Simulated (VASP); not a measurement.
Output of a VASP run:

OUTCAR:
```
 ion  position               nearest neighbor table
   1  0.333  0.667  0.250-   2 3.46   2 3.46   2 3.46   2 3.46   2 3.46   2 3.46
   2  0.667  0.333  0.750-   1 3.46   1 3.46   1 3.46   1 3.46   1 3.46   1 3.46
  LATTYP: Found a hexagonal cell.
 ALAT       =     3.5600470211
 C/A-ratio  =     1.5632165894
 Subroutine PRICEL returns:
 Original cell was already a primitive cell.
 Subroutine GETGRP returns: Found 24 space group operations
The static configuration has the point symmetry D_3d.
 The point group associated with its full space group is D_6h.
The dynamic configuration has the point symmetry D_3d.
 Subroutine INISYM returns: Found 24 space group operations
 Subroutine IBZKPT returns following result:
 Found     76 irreducible k-points:

 Following reciprocal coordinates:
            Coordinates               Weight
  0.000000  0.000000  0.000000      1.000000
  0.083333  0.000000  0.000000      6.000000
  0.166667  0.000000  0.000000      6.000000
  0.250000  0.000000  0.000000      6.000000
  0.333333  0.000000  0.000000      6.000000
  0.416667  0.000000  0.000000      6.000000
  0.500000  0.000000  0.000000      3.000000
  0.083333  0.083333  0.000000      6.000000
  0.166667  0.083333  0.000000     12.000000
  0.250000  0.083333  0.000000     12.000000
  0.333333  0.083333  0.000000     12.000000
  0.416667  0.083333  0.000000     12.000000
  0.166667  0.166667  0.000000      6.000000
  0.250000  0.166667  0.000000     12.000000
  0.333333  0.166667  0.000000     12.000000
  0.416667  0.166667  0.000000      6.000000
  0.250000  0.250000  0.000000      6.000000
  0.333333  0.250000  0.000000     12.000000
  0.333333  0.333333  0.000000      2.000000
  0.000000  0.000000  0.166667      2.000000
  0.083333  0.000000  0.166667     12.000000
  0.166667  0.000000  0.166667     12.000000
  0.250000  0.000000  0.166667     12.000000
  0.333333  0.000000  0.166667     12.000000
  0.416667  0.000000  0.166667     12.000000
  0.500000  0.000000  0.166667      6.000000
  0.083333  0.083333  0.166667     12.000000
  0.166667  0.083333  0.166667     24.000000
  0.250000  0.083333  0.166667     24.000000
  0.333333  0.083333  0.166667     24.000000
  0.416667  0.083333  0.166667     24.000000
  0.166667  0.166667  0.166667     12.000000
  0.250000  0.166667  0.166667     24.000000
  0.333333  0.166667  0.166667     24.000000
  0.416667  0.166667  0.166667     12.000000
  0.250000  0.250000  0.166667     12.000000
  0.333333  0.250000  0.166667     24.000000
  0.333333  0.333333  0.166667      4.000000
  0.000000  0.000000  0.333333      2.000000
  0.083333  0.000000  0.333333     12.000000
   k-points           NKPTS =     76   k-points in BZ     NKDIM =     76   number of bands    NBANDS=     13
   number of dos      NEDOS =    301   number of ions     NIONS =      2
   total plane-waves  NPLWV =  31360
   dimension x,y,z NGX =    28 NGY =   28 NGZ =   40
   dimension x,y,z NGXF=    56 NGYF=   56 NGZF=   80
   ions per type =               2
   PREC   = accura    normal or accurate (medium, high low for compatibility)
   ISTART =      0    job   : 0-new  1-cont  2-samecut
   ICHARG =      2    charge: 1-file 2-atom 10-const
   ISPIN  =      1    spin polarized calculation?
   LNONCOLLINEAR =      F non collinear calculations
   LSORBIT =      F    spin-orbit coupling
   INIWAV =      1    electr: 0-lowe 1-rand  2-diag
   ENCUT  =  480.0 eV  35.28 Ry    5.94 a.u.   6.36  6.36  9.94*2*pi/ulx,y,z
   NELM   =    100;   NELMIN=  2; NELMDL= -5     # of ELM steps
   EDIFF  = 0.1E-06   stopping-criterion for ELM
   LREAL  =      F    real-space projection
   NLSPLINE    = F    spline interpolate recip. space projectors
   LMAXMIX     =    6 max onsite mixed and CHGCAR
   VOSKOWN=      0    Vosko Wilk Nusair interpolation
   EDIFFG = -.1E-01   stopping-criterion for IOM
   NSW    =     40    number of steps for IOM
...
```

**OSZICAR**
```
...
DAV:   4    -0.967043690844E+01    0.27700E-03   -0.23924E-03  2543   0.384E-01    0.183E-01
DAV:   5    -0.967043529343E+01    0.16150E-05   -0.64169E-05  2599   0.660E-02    0.366E-02
DAV:   6    -0.967043456489E+01    0.72854E-06   -0.38642E-06  2625   0.150E-02    0.694E-03
DAV:   7    -0.967043449448E+01    0.70411E-07   -0.17653E-07  1554   0.422E-03
   7 F= -.65263081E+01 E0= -.65258100E+01  d E =-.170933E-02
       N       E                     dE             d eps       ncg     rms          rms(c)
DAV:   1    -0.972033064288E+01   -0.49896E-01   -0.16563E+00  1986   0.960E+00    0.830E-01
DAV:   2    -0.969543765707E+01    0.24893E-01   -0.32240E-02  2256   0.160E+00    0.602E-01
DAV:   3    -0.968549698223E+01    0.99407E-02   -0.12093E-02  2386   0.878E-01    0.356E-01
DAV:   4    -0.968532375653E+01    0.17323E-03   -0.18238E-03  2529   0.337E-01    0.161E-01
DAV:   5    -0.968532062043E+01    0.31361E-05   -0.47995E-05  2584   0.573E-02    0.422E-02
DAV:   6    -0.968532056050E+01    0.59927E-07   -0.33031E-06  2592   0.142E-02    0.626E-03
DAV:   7    -0.968532049159E+01    0.68912E-07   -0.14079E-07  1417   0.390E-03
   8 F= -.65296428E+01 E0= -.65287108E+01  d E =-.504396E-02
       N       E                     dE             d eps       ncg     rms          rms(c)
DAV:   1    -0.968459374803E+01    0.72681E-03   -0.17079E-02  1986   0.974E-01    0.851E-02
DAV:   2    -0.968433226165E+01    0.26149E-03   -0.33608E-04  2276   0.163E-01    0.629E-02
DAV:   3    -0.968422926554E+01    0.10300E-03   -0.12738E-04  2411   0.898E-02    0.365E-02
DAV:   4    -0.968422814332E+01    0.11222E-05   -0.17943E-05  2525   0.332E-02    0.159E-02
DAV:   5    -0.968422829192E+01   -0.14860E-06   -0.43789E-07  2181   0.549E-03    0.383E-03
DAV:   6    -0.968422825290E+01    0.39021E-07   -0.30903E-08  1033   0.148E-03
   9 F= -.65296635E+01 E0= -.65288137E+01  d E =-.506471E-02
       N       E                     dE             d eps       ncg     rms          rms(c)
DAV:   1    -0.971117032725E+01   -0.26942E-01   -0.67694E-02  1976   0.220E+00    0.326E-01
DAV:   2    -0.970878926755E+01    0.23811E-02   -0.53037E-03  2021   0.658E-01    0.163E-01
DAV:   3    -0.970772486595E+01    0.10644E-02   -0.26232E-03  2091   0.431E-01    0.544E-02
DAV:   4    -0.970773018852E+01   -0.53226E-05   -0.14010E-04  2356   0.104E-01    0.427E-02
DAV:   5    -0.970772648902E+01    0.36995E-05   -0.15942E-05  2029   0.281E-02    0.497E-03
DAV:   6    -0.970772593036E+01    0.55867E-06   -0.20428E-06  2221   0.120E-02    0.335E-03
DAV:   7    -0.970772612312E+01   -0.19276E-06   -0.14132E-07  1063   0.358E-03    0.539E-04
DAV:   8    -0.970772609950E+01    0.23612E-07   -0.18289E-08   988   0.138E-03
  10 F= -.65296235E+01 E0= -.65287775E+01  d E =0.400027E-04
       N       E                     dE             d eps       ncg     rms          rms(c)
DAV:   1    -0.969630984106E+01    0.11416E-01   -0.19234E-02  1976   0.117E+00    0.173E-01
DAV:   2    -0.969562922990E+01    0.68061E-03   -0.15141E-03  2016   0.352E-01    0.871E-02
DAV:   3    -0.969532585506E+01    0.30337E-03   -0.75839E-04  2086   0.232E-01    0.294E-02
DAV:   4    -0.969532923017E+01   -0.33751E-05   -0.39356E-05  2356   0.551E-02    0.231E-02
DAV:   5    -0.969533166119E+01   -0.24310E-05   -0.45494E-06  2009   0.150E-02    0.260E-03
DAV:   6    -0.969533163320E+01    0.27987E-07   -0.56027E-07  2186   0.629E-03
  11 F= -.65297986E+01 E0= -.65289514E+01  d E =-.135094E-03
```

OUTCAR:
```
------------------------ aborting loop because EDIFF is reached ----------------------------------------
  FORCE on cell =-STRESS in cart. coord.  units (eV):
  Direction    XX          YY          ZZ          XY          YZ          ZX
  --------------------------------------------------------------------------------------
  Total        3.1649450      3.1649436      3.1633621      0.0000000     -0.0000000     -0.0000000
  in kB       99.9814257     99.9813810     99.9314199      0.0000000     -0.0000000     -0.0000000
  external PRESSURE =      -0.0352578 kB  Pullay stress =     100.0000000 kB
  volume of cell :       50.72
      direct lattice vectors                 reciprocal lattice vectors
     1.654472533 -2.865629847 -0.000000000     0.302211122 -0.174481711  0.000000000
     1.654472533  2.865629847  0.000000000     0.302211122  0.174481711 -0.000000000
    -0.000000000  0.000000000  5.348694342     0.000000000 -0.000000000  0.186961515
 POSITION                                       TOTAL-FORCE (eV/Angst)
 -----------------------------------------------------------------------------------
      1.65447      0.95521      1.33717         0.000000      0.000000      0.000000
      1.65447     -0.95521      4.01152        -0.000000     -0.000000      0.000000
 -----------------------------------------------------------------------------------
    total drift:                                0.000000      0.000087     -0.000010
  FREE ENERGIE OF THE ION-ELECTRON SYSTEM (eV)
  ---------------------------------------------------
  free  energy   TOTEN  =        -9.6953316332 eV

  energy  without entropy=       -9.6927901037  energy(sigma->0) =       -9.69448446
  enthalpy is  TOTEN    =        -6.5297986193 eV   P V=        3.1655330140

 reached required accuracy - stopping structural energy minimisation
```
(Selected blocks of OUTCAR.)

### POSCAR
```
Tb
1
    1.7800237004    -3.0830910493     0.0000000000
    1.7800237004     3.0830910493     0.0000000000
    0.0000000000     0.0000000000     5.5651245623
Tb
2
Direct
  0.3333330000   0.6666670000   0.2500000000
  0.6666670000   0.3333330000   0.7500000000
```

### Question
Reconstruct the remaining input files.

### Answer
One answer among several that fit: the input of the run itself, PBEsol GGA, plane waves, VASP's PBE PAW potentials (set 64).

### KPOINTS
```
K-points
0
G
12 12 6
0 0 0
```

### INCAR
```
! general
SYSTEM =Tb
PREC   =Accurate
ENCUT  =480
LREAL  =.False.
LASPH  =.True.

! electronic loop
EDIFF  =1E-7
NELM   =100
ALGO   =Normal
LMAXMIX=6

! smearing
ISMEAR =1
SIGMA  =0.1

! functional
GGA    =PS

! ions
IBRION =2
NSW    =40
ISIF   =3
EDIFFG =-0.01
PSTRESS=100

! output
LWAVE  =.False.
LCHARG =.False.
```

POTCAR, in this order: Tb_3 (PBE.64 set). Program: vasp_std.

The 4f electrons are frozen in the core of the lanthanide potential, so 4f levels, which can set the real gap, and their magnetism are missing. Energy and stress use the plane-wave basis of the starting cell.

The compound is Tb in the hcp structure. This run relaxes it under an external pressure of 10 GPa. Symmetry was kept, so distortions that lower it aren't found.
